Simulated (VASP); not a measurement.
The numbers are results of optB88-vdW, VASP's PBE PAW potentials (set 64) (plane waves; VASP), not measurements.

Input for VASP

### KPOINTS
```
Regular mesh
0
Gamma
7 7 7
```

### INCAR
```
! general
SYSTEM   = PbTe
PREC     = Accurate
ENCUT    = 520
LREAL    = .FALSE.
LASPH    = .TRUE.

! electronic loop
EDIFF    = 1E-6
NELM     = 100
ALGO     = Normal
LMAXMIX  = 4

! smearing
ISMEAR   = 0
SIGMA    = 0.05

! functional
GGA      = BO
LUSE_VDW = .TRUE.
AGGAC    = 0.0
PARAM1   = 0.1833333333
PARAM2   = 0.22

! ions
IBRION   = 2
NSW      = 60
ISIF     = 3
EDIFFG   = -0.01

! output
LWAVE    = .FALSE.
LCHARG   = .FALSE.
```

### POSCAR
```
PbTe
1.0
  0.0000000000   3.2300000000   3.2300000000
  3.2300000000   0.0000000000   3.2300000000
  3.2300000000   3.2300000000   0.0000000000
Te Pb
1 1
Cart
  3.2300000000   3.2300000000   3.2300000000
  0.0000000000   0.0000000000   0.0000000000
```

POTCAR, in this order: Te Pb_d (PBE.64 set). Program: vasp_std.

Energy and stress use the plane-wave basis of the starting cell.

Problem. What does the run give for the energy per atom (σ→0), volume per atom?

Solution. 
| Item | Result |
|---|---|
| energy per atom (σ→0) | -116.0 kJ/mol of atoms |
| volume per atom | 35.16 Å^3/atom |

### OSZICAR
```
...
       N       E                     dE             d eps       ncg     rms          rms(c)
DAV:   1    -0.244347031512E+01   -0.40856E-01   -0.12263E+00   680   0.193E+01    0.104E+00
DAV:   2    -0.241003570976E+01    0.33435E-01   -0.69958E-02   686   0.479E+00    0.384E-01
DAV:   3    -0.240444592373E+01    0.55898E-02   -0.24679E-02   686   0.259E+00    0.795E-02
DAV:   4    -0.240448064460E+01   -0.34721E-04   -0.39699E-04   560   0.203E-01    0.646E-02
DAV:   5    -0.240449933430E+01   -0.18690E-04   -0.10151E-04   650   0.924E-02    0.171E-02
DAV:   6    -0.240449887433E+01    0.45997E-06   -0.89683E-06   716   0.523E-02
   3 F= -.24044989E+01 E0= -.24044989E+01  d E =-.167548E-01
```

The compound is PbTe in the rock salt structure. This run relaxes it. Symmetry was kept, so distortions that lower it aren't found.
